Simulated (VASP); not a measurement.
Calculation: PBE GGA, VASP's PBE PAW potentials (set 64) (plane waves; VASP).

VASP ran on this input.

**INCAR**
```
LCHARG = .False.
EDIFF = 1E-5   # SCF stop (eV)
IBRION = 2   # conjugate gradients
SIGMA = 0.05   # width (eV)
ISYM = 0
NELECT = 260.0
LASPH = .True.   # aspherical one-centre terms
PREC = Normal
NELM = 100
ALGO = Fast
GGA = PE   # PBE
NSW = 60   # most ionic steps
ENCUT = 400
ISIF = 2
LREAL = Auto   # projection in real space or not
EDIFFG = -0.03
SYSTEM = In31P33
LMAXMIX = 4   # l cut-off of mixed one-centre charges
ISMEAR = 0   # Gaussian
LWAVE = .False.
NELMIN = 4
```

File KPOINTS:
```
Automatic mesh
0
Gamma
1 1 1
0 0 0
```

### POSCAR
```
In31P33
1
   11.9995217336     0.0000000000     0.0000000000
    0.0000000000    11.9995217336    -0.0000000000
   -0.0000000000    -0.0000000000    11.9995217336
In P
31 33
Direct
  0.5000000000   0.0000000000   0.0000000000
  0.7500000000   0.2500000000   0.0000000000
  0.7500000000   0.0000000000   0.2500000000
  0.0000000000   0.0000000000   0.0000000000
  0.2500000000   0.2500000000   0.0000000000
  0.5000000000   0.5000000000   0.0000000000
  0.7500000000   0.7500000000   0.0000000000
  0.2500000000   0.0000000000   0.2500000000
  0.5000000000   0.2500000000   0.2500000000
  0.7500000000   0.5000000000   0.2500000000
  0.5000000000   0.0000000000   0.5000000000
  0.7500000000   0.2500000000   0.5000000000
  0.7500000000   0.0000000000   0.7500000000
  0.0000000000   0.5000000000   0.0000000000
  0.2500000000   0.7500000000   0.0000000000
  0.0000000000   0.2500000000   0.2500000000
  0.2500000000   0.5000000000   0.2500000000
  0.5000000000   0.7500000000   0.2500000000
  0.0000000000   0.0000000000   0.5000000000
  0.2500000000   0.2500000000   0.5000000000
  0.7500000000   0.7500000000   0.5000000000
  0.2500000000   0.0000000000   0.7500000000
  0.5000000000   0.2500000000   0.7500000000
  0.7500000000   0.5000000000   0.7500000000
  0.0000000000   0.7500000000   0.2500000000
  0.0000000000   0.5000000000   0.5000000000
  0.2500000000   0.7500000000   0.5000000000
  0.0000000000   0.2500000000   0.7500000000
  0.2500000000   0.5000000000   0.7500000000
  0.5000000000   0.7500000000   0.7500000000
  0.0000000000   0.7500000000   0.7500000000
  0.6250000000   0.1250000000   0.1250000000
  0.8750000000   0.3750000000   0.1250000000
  0.8750000000   0.1250000000   0.3750000000
  0.1250000000   0.1250000000   0.1250000000
  0.3750000000   0.3750000000   0.1250000000
  0.6250000000   0.6250000000   0.1250000000
  0.8750000000   0.8750000000   0.1250000000
  0.3750000000   0.1250000000   0.3750000000
  0.6208970000   0.3719300000   0.3762380000
  0.8750000000   0.6250000000   0.3750000000
  0.6250000000   0.1250000000   0.6250000000
  0.8750000000   0.3750000000   0.6250000000
  0.8750000000   0.1250000000   0.8750000000
  0.1250000000   0.6250000000   0.1250000000
  0.3750000000   0.8750000000   0.1250000000
  0.1250000000   0.3750000000   0.3750000000
  0.3710420000   0.6224310000   0.3729800000
  0.6250000000   0.8750000000   0.3750000000
  0.1250000000   0.1250000000   0.6250000000
  0.3780200000   0.3708310000   0.6218020000
  0.4982190000   0.5003390000   0.4967140000
  0.6274330000   0.6224610000   0.6245080000
  0.8750000000   0.8750000000   0.6250000000
  0.3750000000   0.1250000000   0.8750000000
  0.6250000000   0.3750000000   0.8750000000
  0.8750000000   0.6250000000   0.8750000000
  0.1250000000   0.8750000000   0.3750000000
  0.1250000000   0.6250000000   0.6250000000
  0.3750000000   0.8750000000   0.6250000000
  0.1250000000   0.3750000000   0.8750000000
  0.3750000000   0.6250000000   0.8750000000
  0.6250000000   0.8750000000   0.8750000000
  0.1250000000   0.8750000000   0.8750000000
```

POTCAR, in this order: In P (PBE.64 set). Program: vasp_gam.

**Question.** What will the output report for the number of irreducible k-points (NKPTS), largest plane-wave count, FFT grid (NGX, NGY, NGZ)?

**Answer.** 
```
Item                                           Value
--------------------------------------  ------------
number of irreducible k-points (NKPTS)             1
largest plane-wave count                       15720
FFT grid (NGX, NGY, NGZ)                60 × 60 × 60
```

The cell is a supercell with a defect, built from InP (zinc blende): P_In, charge -2. The run is not spin-polarised, so no state with unpaired spins was tried.
